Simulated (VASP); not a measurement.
All values below come from r2SCAN meta-GGA, VASP's PBE PAW potentials (set 64) (plane waves; VASP).

VASP input:

INCAR:
```
SYSTEM = PdAl
PREC = Accurate; ENCUT = 400; LREAL = .False.
LASPH = .True.
EDIFF = 1E-6; NELM = 100; ALGO = Normal
LMAXMIX = 4; LMIXTAU = .True.
ISMEAR = 1; SIGMA = 0.1
METAGGA = R2SCAN
IBRION = 2; NSW = 60; ISIF = 3
EDIFFG = -0.01
LWAVE = .False.; LCHARG = .False.
```

### POSCAR
```
PdAl
1
    0.0000000000     2.8080000000     2.8080000000
    2.8080000000     0.0000000000     2.8080000000
    2.8080000000     2.8080000000     0.0000000000
Pd Al
1 1
Direct
  0.0000000000   0.0000000000   0.0000000000
  0.5000000000   0.5000000000   0.5000000000
```

### KPOINTS
```
Automatic
0
Gamma
 10 10 10
```

POTCAR, in this order: Pd Al (PBE.64 set). Program: vasp_std.

Energy and stress use the plane-wave basis of the starting cell.

### Question
Estimate the energy per atom (σ→0), volume per atom, band gap (on the k-mesh).

### Answer

```yaml
energy per atom (σ→0): -1469.3 kJ/mol of atoms
band gap (on the k-mesh): none (metal, semimetal or under 0.01 eV)
volume_per_atom: 16.50 Å³/atom
```

**OSZICAR**
```
...
DAV:   6    -0.304563404805E+02   -0.14835E-01   -0.13026E-02   992   0.101E+00    0.102E-01
DAV:   7    -0.304564776233E+02   -0.13714E-03   -0.14360E-04  1110   0.108E-01    0.471E-02
DAV:   8    -0.304564939474E+02   -0.16324E-04   -0.28359E-05   986   0.594E-02    0.642E-03
DAV:   9    -0.304565088612E+02   -0.14914E-04   -0.60025E-06   964   0.404E-02    0.561E-03
DAV:  10    -0.304565060334E+02    0.28278E-05   -0.21210E-06   948   0.259E-02    0.946E-04
DAV:  11    -0.304565125499E+02   -0.65165E-05   -0.25815E-06   942   0.285E-02    0.783E-04
DAV:  12    -0.304565125333E+02    0.16602E-07   -0.81405E-08   476   0.538E-03
   3 F= -.30456513E+02 E0= -.30456654E+02  d E =-.825318E+00
```

The structure was generated: PdAl was put into the rock salt type (Fm-3m), which need not be its known phase. This run relaxes it. Symmetry was kept, so distortions that lower it aren't found. The electron count is odd and the run is not spin-polarised, which forces a metal.
